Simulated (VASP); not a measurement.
# Converging a slab model of Li(100)

How far does the level below the vacuum of Li(100) depend on the numerical settings, and how far on the functional?

Method: PBEsol; plane waves and PAW (Li), in the first sound run; inputs show where later runs differ, in VASP 6.6.1.

This is a report of a sequence of runs, with most program output left out.

## (1) Set-up

The cell holds 7 atoms: 7 Li. Its edges and angles: a = 3.490 Å, b = 3.490 Å, c = 28.470 Å, α = 90.0°, β = 90.0°, γ = 90.0°. Vacuum lies along c.

## (2) The base run

The base run sets the number that all others are held against.

Input file INCAR:

```
SYSTEM = Li
PREC = Normal
ENCUT = 350
EDIFF = 1E-06
NELM = 120
ISMEAR = 1
SIGMA = 0.1
LREAL = .FALSE.
ALGO = Normal
GGA = PS
NBANDS = 10
LORBIT = 11
LWAVE = .FALSE.
LCHARG = .FALSE.
KPAR = 4
IDIPOL = 3
LDIPOL = .TRUE.
DIPOL = 0.5 0.5 0.5
LVHAR = .TRUE.
LVACPOTAV = .TRUE.
NEDOS = 1500
```

Input file POSCAR:

```
Li
1.0
    3.4900000000      0.0000000000      0.0000000000
    0.0000000000      3.4900000000      0.0000000000
    0.0000000000      0.0000000000     28.4700000000
Li
7
Direct
    0.0000000000      0.0000000000      0.3161222339
    0.5000000000      0.5000000000      0.3774148226
    0.0000000000      0.0000000000      0.4387074113
    0.5000000000      0.5000000000      0.5000000000
    0.0000000000      0.0000000000      0.5612925887
    0.5000000000      0.5000000000      0.6225851774
    0.0000000000      0.0000000000      0.6838777661
```

Input file KPOINTS:

```
Automatic mesh
0
Gamma
7 7 1
0 0 0
```

Potentials, in the order of the species: Li (PBE family, release 64).

Run with:

```
$ mpirun -np 4 vasp_std
```

Elapsed: 4.2 s, on 4 MPI ranks of Intel Xeon 6975P-C (Granite Rapids), shared host; peak memory 0.69 GiB.

This run has no spin polarisation. Its electron count is odd, so without a moment it is a metal by construction. The PAW data sets were made with PBE, which is usual practice but a small mismatch for other functionals.

Numbers from this step:

| Property | Result |
| --- | --- |
| electronic cycles | 22 |
| electrons | 7 |
| free energy (TOTEN) | -12.95 eV |
| energy at zero smearing | -12.95 eV |
| Fermi energy | -1.488 eV |
| labelled metallic, from the levels on this mesh | yes |
| dipole moment | 0, 0, 0 e·Å |
| vacuum levels | 1.548, 1.548 eV |
| work functions of the upper and lower face | 3.036, 3.036 eV |
| highest filled level below the vacuum | 3.036 eV |

The planar average of the electrostatic potential oscillates, so the rows of the table below give means over windows of 1.73 Å about each position, cut where the curve ends. Its maxima inside the range that stand out by 2 % of the span (Å: eV): 10.0: 0.492, 11.7: 0.611, 13.4: 0.667, 15.0: 0.667, 16.8: 0.611, 18.5: 0.492. Its minima: 8.9: -1.78, 10.8: -1.33, 12.5: -1.31, 14.2: -1.28, 16.0: -1.31, 17.7: -1.33, 19.5: -1.78.

Zero at the Fermi level. Table of planar average of the electrostatic potential by height; means over each step:

| height (Å) | planar average of the electrostatic potential (eV) |
| --- | --- |
| 0.86 | 3.04 |
| 2.59 | 3.04 |
| 4.32 | 3.03 |
| 6.05 | 2.96 |
| 7.78 | 1.59 |
| 9.51 | -0.593 |
| 11.24 | -0.324 |
| 12.97 | -0.282 |
| 14.70 | -0.266 |
| 16.43 | -0.312 |
| 18.16 | -0.407 |
| 19.89 | -0.198 |
| 21.62 | 2.73 |
| 23.35 | 3.02 |
| 25.08 | 3.04 |
| 26.81 | 3.04 |

Density of states in the PAW spheres, an atom over height of the layer and energy from the Fermi level.

Ten even steps from '_' (0.000 states/eV) to '@' (0.145 states/eV), each cell a mean:
```
%%@@@@@@@@@@%%
##%%%%%%%%%%##
++++++++++++++
==--==++==--==
++++==--==++++
--====++====--
--------------
::----::----::
..--::::::--..
__..::::::..__
______________
______________
______________
______________
______________
______________
______________
______________
______________
______________
______________
______________
```
Columns: height of the layer (Å) from 9 to 19.5; rows upwards: energy from the Fermi level (eV) from -7.9 to 0.5.

Force by atom:

| atom | x (eV/Å) | y (eV/Å) | z (eV/Å) | size |
| --- | --- | --- | --- | --- |
| Li1 | 0.000 | 0.000 | -0.024 | 0.024 |
| Li2 | 0.000 | 0.000 | 0.114 | 0.114 |
| Li3 | 0.000 | 0.000 | 0.006 | 0.006 |
| Li4 | 0.000 | 0.000 | 0.000 | 0.000 |
| Li5 | 0.000 | 0.000 | -0.006 | 0.006 |
| Li6 | 0.000 | 0.000 | -0.114 | 0.114 |
| Li7 | 0.000 | 0.000 | 0.024 | 0.024 |

The highest filled level lies 3.04 eV below the vacuum at the upper face.

Only the dipole across the slab is computed (IDIPOL = 3); zeros along the plane are no results.

The map of layer states is cut here 0.5 eV above the Fermi level, so it leaves out the states above that.

## (3) Another mesh, mesh points along a 2, k-mesh 2×2×1

The mesh decides how well the Fermi level or the band edge is found.

INCAR, as its differences from that of step 2:

```diff
@@ -14,3 +14,3 @@
 LCHARG = .FALSE.
-KPAR = 4
+NCORE = 4
 IDIPOL = 3
@@ -20,2 +20 @@
 LVACPOTAV = .TRUE.
-NEDOS = 1500
```

POSCAR is that of step 2.

Input file KPOINTS:

```
Automatic mesh
0
Gamma
2 2 1
0 0 0
```

Run with:

```
$ mpirun -np 4 vasp_std
```

The job ended after 1.8 s (4 MPI ranks; peak memory 0.45 GiB).

Numbers from this step:

```
electronic cycles                          : 23
free energy (TOTEN)                        : -12.23 eV
energy at zero smearing                    : -12.22 eV
Fermi energy                               : -1.804 eV
vacuum levels                              : 1.695, 1.695 eV
work functions of the upper and lower face : 3.498, 3.498 eV
highest filled level below the vacuum      : 3.498 eV
```

Force by atom:

| atom | x (eV/Å) | y (eV/Å) | z (eV/Å) | size |
| --- | --- | --- | --- | --- |
| Li1 | 0.000 | 0.000 | 0.061 | 0.061 |
| Li2 | 0.000 | 0.000 | 0.106 | 0.106 |
| Li3 | 0.000 | 0.000 | -0.141 | 0.141 |
| Li4 | 0.000 | 0.000 | 0.000 | 0.000 |
| Li5 | 0.000 | 0.000 | 0.141 | 0.141 |
| Li6 | 0.000 | 0.000 | -0.106 | 0.106 |
| Li7 | 0.000 | 0.000 | -0.061 | 0.061 |

Against the base run its depth below the vacuum changes by +0.46 eV and the energy by +103.6 meV an atom.

## (4) Another mesh, mesh points along a 4, k-mesh 4×4×1

INCAR, as its differences from that of step 3:

```diff
@@ -14,3 +14,4 @@
 LCHARG = .FALSE.
-NCORE = 4
+KPAR = 2
+NCORE = 2
 IDIPOL = 3
```

POSCAR is that of step 3.

Input file KPOINTS:

```
Automatic mesh
0
Gamma
4 4 1
0 0 0
```

Run with:

```
$ mpirun -np 4 vasp_std
```

Elapsed: 2.6 s, on 4 MPI ranks; peak memory 0.6 GiB; 8.6 s of CPU time.

Against the base run its depth below the vacuum changes by +0.04 eV and the energy by +18.1 meV an atom.

## (5) Another mesh, mesh points along a 10, k-mesh 10×10×1

INCAR, as its differences from that of step 4:

```diff
@@ -14,4 +14,3 @@
 LCHARG = .FALSE.
-KPAR = 2
-NCORE = 2
+KPAR = 4
 IDIPOL = 3
```

POSCAR is that of step 4.

Input file KPOINTS:

```
Automatic mesh
0
Gamma
10 10 1
0 0 0
```

Run with:

```
$ mpirun -np 4 vasp_std
```

The job ended after 5.8 s (4 MPI ranks; peak memory 0.75 GiB; 21 s of CPU time).

Against the base run its depth below the vacuum changes by -0.00 eV and the energy by +0.1 meV an atom.

## (6) Comparing the runs

Times are for 4 MPI ranks of Intel Xeon 6975P-C (Granite Rapids), shared host. The runs compared:

| no. | mesh points along a | highest filled level below the vacuum (eV) | energy at zero smearing (eV) | time | memory (GiB) |
| --- | --- | --- | --- | --- | --- |
| 1 | 2 | 3.498 | -12.22 | 1.8 s | 0.45 |
| 2 | 4 | 3.075 | -12.82 | 2.6 s | 0.6 |
| 3 | 10 | 3.032 | -12.95 | 5.8 s | 0.75 |

## (7) Another vacuum, vacuum width 5

Too little vacuum lets the faces of neighbouring images overlap, and too much only costs plane waves.

INCAR is that of step 5.

Input file POSCAR:

```
Li
1.0
    3.4900000000      0.0000000000      0.0000000000
    0.0000000000      3.4900000000      0.0000000000
    0.0000000000      0.0000000000     15.4700000000
Li
7
Direct
    0.0000000000      0.0000000000      0.1616031028
    0.5000000000      0.5000000000      0.2744020685
    0.0000000000      0.0000000000      0.3872010343
    0.5000000000      0.5000000000      0.5000000000
    0.0000000000      0.0000000000      0.6127989657
    0.5000000000      0.5000000000      0.7255979315
    0.0000000000      0.0000000000      0.8383968972
```

Input file KPOINTS:

```
Automatic mesh
0
Gamma
7 7 1
0 0 0
```

Run with:

```
$ mpirun -np 4 vasp_std
```

It took 1.8 s on 4 MPI ranks; peak memory 0.52 GiB; 5.4 s of CPU time.

Numbers from this step:

- electronic cycles: 14
- free energy (TOTEN): -13.02 eV
- energy at zero smearing: -13.02 eV
- Fermi energy: -0.368 eV

Force by atom:

| atom | x (eV/Å) | y (eV/Å) | z (eV/Å) | size |
| --- | --- | --- | --- | --- |
| Li1 | 0.000 | 0.000 | -0.165 | 0.165 |
| Li2 | 0.000 | 0.000 | 0.132 | 0.132 |
| Li3 | 0.000 | 0.000 | 0.004 | 0.004 |
| Li4 | 0.000 | 0.000 | 0.000 | 0.000 |
| Li5 | 0.000 | 0.000 | -0.004 | 0.004 |
| Li6 | 0.000 | 0.000 | -0.132 | 0.132 |
| Li7 | 0.000 | 0.000 | 0.165 | 0.165 |

The program found no flat vacuum in this gap and printed no vacuum level, so no level below the vacuum can be given.

## (8) Another vacuum, vacuum width 8

INCAR is that of step 7.

Input file POSCAR:

```
Li
1.0
    3.4900000000      0.0000000000      0.0000000000
    0.0000000000      3.4900000000      0.0000000000
    0.0000000000      0.0000000000     18.4700000000
Li
7
Direct
    0.0000000000      0.0000000000      0.2165674066
    0.5000000000      0.5000000000      0.3110449377
    0.0000000000      0.0000000000      0.4055224689
    0.5000000000      0.5000000000      0.5000000000
    0.0000000000      0.0000000000      0.5944775311
    0.5000000000      0.5000000000      0.6889550623
    0.0000000000      0.0000000000      0.7834325934
```

KPOINTS is that of step 7.

Run with:

```
$ mpirun -np 4 vasp_std
```

It took 2.4 s on 4 MPI ranks; peak memory 0.57 GiB.

The program found no flat vacuum in this gap and printed no vacuum level, so no level below the vacuum can be given.

## (9) Another vacuum, vacuum width 24

INCAR is that of step 8.

Input file POSCAR:

```
Li
1.0
    3.4900000000      0.0000000000      0.0000000000
    0.0000000000      3.4900000000      0.0000000000
    0.0000000000      0.0000000000     34.4700000000
Li
7
Direct
    0.0000000000      0.0000000000      0.3481288077
    0.5000000000      0.5000000000      0.3987525384
    0.0000000000      0.0000000000      0.4493762692
    0.5000000000      0.5000000000      0.5000000000
    0.0000000000      0.0000000000      0.5506237308
    0.5000000000      0.5000000000      0.6012474616
    0.0000000000      0.0000000000      0.6518711923
```

KPOINTS is that of step 8.

Run with:

```
$ mpirun -np 4 vasp_std
```

Wall time 4.6 s (4 MPI ranks); peak memory 0.75 GiB.

Against the base run its depth below the vacuum changes by +0.00 eV and the energy by -0.0 meV an atom.

## (10) Side by side

Times are for 4 MPI ranks of Intel Xeon 6975P-C (Granite Rapids), shared host. The runs compared:

| no. | vacuum width | electronic cycles | free energy (TOTEN) (eV) | time | memory (GiB) |
| --- | --- | --- | --- | --- | --- |
| 1 | 5 | 14 | -13.02 | 1.8 s | 0.52 |
| 2 | 8 | 17 | -12.95 | 2.4 s | 0.57 |
| 3 | 24 | 21 | -12.95 | 4.6 s | 0.75 |

## (11) A lower cutoff, ENCUT 210

A lower cutoff is cheaper, and the test is whether a potential difference survives it better than the total energy.

INCAR, as its differences from that of step 9:

```diff
@@ -2,3 +2,3 @@
 PREC = Normal
-ENCUT = 350
+ENCUT = 210
 EDIFF = 1E-06
```

Input file POSCAR:

```
Li
1.0
    3.4900000000      0.0000000000      0.0000000000
    0.0000000000      3.4900000000      0.0000000000
    0.0000000000      0.0000000000     28.4700000000
Li
7
Direct
    0.0000000000      0.0000000000      0.3161222339
    0.5000000000      0.5000000000      0.3774148226
    0.0000000000      0.0000000000      0.4387074113
    0.5000000000      0.5000000000      0.5000000000
    0.0000000000      0.0000000000      0.5612925887
    0.5000000000      0.5000000000      0.6225851774
    0.0000000000      0.0000000000      0.6838777661
```

KPOINTS is that of step 9.

Run with:

```
$ mpirun -np 4 vasp_std
```

It took 2.2 s on 4 MPI ranks; peak memory 0.52 GiB; 6.7 s of CPU time.

This step gave:

- electronic cycles: 22
- free energy (TOTEN): -12.94 eV
- energy at zero smearing: -12.94 eV
- Fermi energy: -1.487 eV
- vacuum levels: 1.549, 1.549 eV

Against the base run its depth below the vacuum changes by +0.00 eV and the energy by +0.8 meV an atom.

## (12) A lower cutoff, ENCUT 280

INCAR, as its differences from that of step 11:

```diff
@@ -2,3 +2,3 @@
 PREC = Normal
-ENCUT = 210
+ENCUT = 280
 EDIFF = 1E-06
```

POSCAR is that of step 11.

KPOINTS is that of step 11.

Run with:

```
$ mpirun -np 4 vasp_std
```

Run time: 3 s. Hardware: 4 MPI ranks; peak memory 0.59 GiB.

Numbers from this step:

```yaml
free_energy_toten: -12.95 eV
energy_at_zero_smearing: -12.95 eV
fermi_energy: -1.488 eV
vacuum_levels: 1.548, 1.548 eV
```

Against the base run its depth below the vacuum changes by +0.00 eV and the energy by +0.0 meV an atom.

## (13) Another smearing width, SIGMA 0.02

The width trades sharpness at the Fermi level against the mesh needed.

INCAR, as its differences from that of step 12:

```diff
@@ -2,3 +2,3 @@
 PREC = Normal
-ENCUT = 280
+ENCUT = 350
 EDIFF = 1E-06
@@ -6,3 +6,3 @@
 ISMEAR = 1
-SIGMA = 0.1
+SIGMA = 0.02
 LREAL = .FALSE.
```

POSCAR is that of step 12.

KPOINTS is that of step 12.

Run with:

```
$ mpirun -np 4 vasp_std
```

The job ended after 4.2 s (4 MPI ranks; peak memory 0.69 GiB; 15 s of CPU time).

Numbers from this step:

- electronic cycles: 23
- Fermi energy: -1.476 eV
- vacuum levels: 1.538, 1.538 eV
- work functions of the upper and lower face: 3.014, 3.014 eV
- highest filled level below the vacuum: 3.014 eV

Against the base run its depth below the vacuum changes by -0.02 eV and the energy by +0.2 meV an atom.

## (14) Another smearing width, SIGMA 0.4

INCAR, as its differences from that of step 13:

```diff
@@ -6,3 +6,3 @@
 ISMEAR = 1
-SIGMA = 0.02
+SIGMA = 0.4
 LREAL = .FALSE.
```

POSCAR is that of step 13.

KPOINTS is that of step 13.

Run with:

```
$ mpirun -np 4 vasp_std
```

Run time: 4.2 s. Hardware: 4 MPI ranks; peak memory 0.69 GiB.

Numbers from this step:

- electronic cycles: 22
- free energy (TOTEN): -12.94 eV
- energy at zero smearing: -12.94 eV
- Fermi energy: -1.505 eV
- vacuum levels: 1.542, 1.542 eV
- work functions of the upper and lower face: 3.047, 3.047 eV
- highest filled level below the vacuum: 3.047 eV

Against the base run its depth below the vacuum changes by +0.01 eV and the energy by +1.8 meV an atom.

## (15) All levels side by side

Times are for 4 MPI ranks of Intel Xeon 6975P-C (Granite Rapids), shared host. The series side by side:

| no. | run | electronic cycles | cutoff used less the lowest (eV) | highest filled level below the vacuum (eV) | time | memory (GiB) |
| --- | --- | --- | --- | --- | --- | --- |
| 1 | base run | 22 | 140 | 3.036 | 4.2 s | 0.69 |
| 2 | series over the cutoff | 22 | 0 | 3.036 | 2.2 s | 0.52 |
| 3 | series over the cutoff | 22 | 70 | 3.036 | 3 s | 0.59 |
| 4 | series over the smearing | 23 | 140 | 3.014 | 4.2 s | 0.69 |
| 5 | series over the smearing | 22 | 140 | 3.047 | 4.2 s | 0.69 |

## (16) Another level, functional LDA, disp none

This step: LDA; plane waves and PAW (Li) (VASP 6.6.1).

Beside the numerical settings stands the choice of exchange and correlation.

INCAR, as its differences from that of step 14:

```diff
@@ -6,6 +6,6 @@
 ISMEAR = 1
-SIGMA = 0.4
+SIGMA = 0.1
 LREAL = .FALSE.
 ALGO = Normal
-GGA = PS
+GGA = CA
 NBANDS = 10
```

POSCAR is that of step 14.

KPOINTS is that of step 14.

Run with:

```
$ mpirun -np 4 vasp_std
```

Elapsed: 3.2 s, on 4 MPI ranks; peak memory 0.61 GiB; 11 s of CPU time.

The PAW data sets were made with PBE, though LDA sets exist; this is a small mismatch.

This step gave:

| Item | Value |
| --- | --- |
| free energy (TOTEN) | -13.32 eV |
| energy at zero smearing | -13.32 eV |
| Fermi energy | -1.569 eV |
| vacuum levels | 1.528, 1.528 eV |
| work functions of the upper and lower face | 3.097, 3.097 eV |
| highest filled level below the vacuum | 3.097 eV |

Force by atom:

| atom | x (eV/Å) | y (eV/Å) | z (eV/Å) | size |
| --- | --- | --- | --- | --- |
| Li1 | 0.000 | 0.000 | 0.031 | 0.031 |
| Li2 | 0.000 | 0.000 | 0.114 | 0.114 |
| Li3 | 0.000 | 0.000 | 0.004 | 0.004 |
| Li4 | 0.000 | 0.000 | 0.000 | 0.000 |
| Li5 | 0.000 | 0.000 | -0.004 | 0.004 |
| Li6 | 0.000 | 0.000 | -0.114 | 0.114 |
| Li7 | 0.000 | 0.000 | -0.031 | 0.031 |

Against the base run its depth below the vacuum changes by +0.06 eV.

## (17) Another level, functional PBE, disp none

This step: PBE; plane waves and PAW (Li) (VASP 6.6.1).

INCAR, as its differences from that of step 16:

```diff
@@ -9,3 +9,3 @@
 ALGO = Normal
-GGA = CA
+GGA = PE
 NBANDS = 10
```

POSCAR is that of step 16.

KPOINTS is that of step 16.

Run with:

```
$ mpirun -np 4 vasp_std
```

It took 4.2 s on 4 MPI ranks; peak memory 0.7 GiB.

Against the base run its depth below the vacuum changes by -0.02 eV.

## (18) Another level, functional RPBE, disp none

This step: RPBE; plane waves and PAW (Li) (VASP 6.6.1).

INCAR, as its differences from that of step 17:

```diff
@@ -9,3 +9,3 @@
 ALGO = Normal
-GGA = PE
+GGA = RP
 NBANDS = 10
```

POSCAR is that of step 17.

KPOINTS is that of step 17.

Run with:

```
$ mpirun -np 4 vasp_std
```

Run time: 4.2 s. Hardware: 4 MPI ranks; peak memory 0.7 GiB.

Against the base run its depth below the vacuum changes by -0.06 eV.

## (19) Another level, functional optB88-vdW, disp nonlocal

This step: optB88-vdW; plane waves and PAW (Li) (VASP 6.6.1).

INCAR, as its differences from that of step 18:

```diff
@@ -9,3 +9,8 @@
 ALGO = Normal
-GGA = RP
+GGA = BO
+AGGAC = 0
+LUSE_VDW = .TRUE.
+PARAM1 = 0.1833333333
+PARAM2 = 0.22
+LASPH = .TRUE.
 NBANDS = 10
```

POSCAR is that of step 18.

KPOINTS is that of step 18.

Run with:

```
$ mpirun -np 4 vasp_std
```

The job ended after 41 s (4 MPI ranks; peak memory 1.6 GiB).

Against the base run its depth below the vacuum changes by +0.07 eV.

## (20) Another level, functional r2SCAN, disp none

This step: r2SCAN; plane waves and PAW (Li) (VASP 6.6.1).

INCAR, as its differences from that of step 19:

```diff
@@ -9,7 +9,3 @@
 ALGO = Normal
-GGA = BO
-AGGAC = 0
-LUSE_VDW = .TRUE.
-PARAM1 = 0.1833333333
-PARAM2 = 0.22
+METAGGA = R2SCAN
 LASPH = .TRUE.
```

POSCAR is that of step 19.

KPOINTS is that of step 19.

Run with:

```
$ mpirun -np 4 vasp_std
```

It took 12 s on 4 MPI ranks; peak memory 0.74 GiB.

Against the base run its depth below the vacuum changes by -0.03 eV.

## (21) The series together

Times are for 4 MPI ranks of Intel Xeon 6975P-C (Granite Rapids), shared host. The series side by side:

| no. | functional | highest filled level below the vacuum (eV) | time | memory (GiB) |
| --- | --- | --- | --- | --- |
| 1 | LDA | 3.097 | 3.2 s | 0.61 |
| 2 | PBE | 3.014 | 4.2 s | 0.7 |
| 3 | RPBE | 2.972 | 4.2 s | 0.7 |
| 4 | optB88-vdW | 3.105 | 41 s | 1.6 |
| 5 | r2SCAN | 3.001 | 12 s | 0.74 |

## (22) All runs together

This step: slab, study of settings, base PBEsol; plane waves and PAW (VASP 6.6.1).

No new run; the numbers come from the runs before.

Numbers from this step:

* highest filled level below the vacuum: 3.036 eV

Energies of other functionals are not comparable and are left out. All runs:

| change from the base run | level below the vacuum (eV) | shift (eV) | energy change (meV/atom) | core seconds |
| --- | --- | --- | --- | --- |
| base | 3.036 | 0 | 0 | 16.8 |
| mesh 2 x 2 | 3.498 | 0.463 | 103.6 | 7.2 |
| mesh 4 x 4 | 3.075 | 0.039 | 18.1 | 10.4 |
| mesh 10 x 10 | 3.032 | -0.003 | 0.1 | 23.2 |
| vacuum 5 A | - | - | -9.6 | 7.2 |
| vacuum 8 A | - | - | -0.5 | 9.6 |
| vacuum 24 A | 3.036 | 0 | 0 | 18.4 |
| cutoff 210 eV | 3.036 | 0 | 0.8 | 8.8 |
| cutoff 280 eV | 3.036 | 0 | 0 | 12 |
| smearing 0.02 eV | 3.014 | -0.021 | 0.2 | 16.8 |
| smearing 0.4 eV | 3.047 | 0.012 | 1.8 | 16.8 |
| LDA | 3.097 | 0.061 | - | 12.8 |
| PBE | 3.014 | -0.022 | - | 16.8 |
| RPBE | 2.972 | -0.064 | - | 16.8 |
| optB88-vdW | 3.105 | 0.069 | - | 164 |
| r2SCAN | 3.001 | -0.034 | - | 48.8 |

## (23) What came out

- highest filled level below the vacuum: 3.04 eV

In words: The base run puts the highest filled level 3.04 eV below the vacuum at the upper face. Among the meshes tried the largest shift is 0.46 eV (mesh 2 x 2, at 0.43 times the cost). The vacuum widths shift it by about 0.01 eV or less. The lower cutoffs shift it by about 0.01 eV or less. Among the smearing widths the largest shift is -0.02 eV (smearing 0.02 eV, at 1 times the cost). With vacuum 5 A and vacuum 8 A the program printed no vacuum level, so no level is given there, and the line on vacuum widths holds for the others alone. The functionals span 0.13 eV, from RPBE to optB88-vdW. The program warns that it found no field-free region at its default tolerance, also in runs whose level could not be checked against a flat part of the potential; that adds doubt to those levels. The thickness of the slab was not varied, and the small cell can't reconstruct. Costs come from a shared host, and the base run also writes a finer density of states, so small ratios mean little. All runs hold the atoms as cut and share one family of PAW data sets, so relaxation and each functional's own lattice are left out. LASPH is on in the runs with optB88-vdW and r2SCAN and off in those with LDA, PBE, PBEsol and RPBE, so these rows differ in more than the functional.

[Lines on the potential files, build, host, timing and source positions are cut from VASP's logs without a mark.]

[Logs are printed without paths, hosts, clocks, repeated set-up lines and the standing remarks that a program may print on its own settings, such as how far it seeks lower states.]

[Hosts, paths, dates, database ids (printed as entryN), source tags and the programs' standing remarks are cut or masked in the printed files.]

[In band tables of VASP the shares of atoms and orbitals are scaled to a sum of 1 inside the atoms' spheres.]

[Runs that stopped without an error message from VASP are left out.]
